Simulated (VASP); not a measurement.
Input:

```yaml
crystal:
  lattice:
    - [0.00000, 2.79779, 2.79779]
    - [2.79779, 0.00000, 2.79779]
    - [2.79779, 2.79779, 0.00000]
  atoms:
    - { symbol: Li, position: [0.25000, 0.25000, 0.25000] }
    - { symbol: Li, position: [0.75000, 0.75000, 0.75000] }
    - { symbol: S, position: [0.00000, 0.00000, 0.00000] }
```

Method: PBE GGA with D3 dispersion (zero damping), VASP's PBE PAW potentials (set 64) (plane waves; VASP 6.6.1). Run with 520 eV cut-off, 8×8×8 Γ-centred mesh, tetrahedra with Blöchl corrections, potentials Li_sv S.

Problem. Estimate the energy per atom (σ→0), band gap (on the k-mesh) with the smallest direct gap where there is one.

Solution. 
```json
{
 "band gap (on the k-mesh)": "3.35 eV",
 "smallest direct gap (on the k-mesh)": "4.56 eV",
 "energy per atom (σ→0)": "-4.186 eV/atom"
}
```

The compound is Li2S in the antifluorite structure. It was relaxed first, which changed the volume by -6 %.
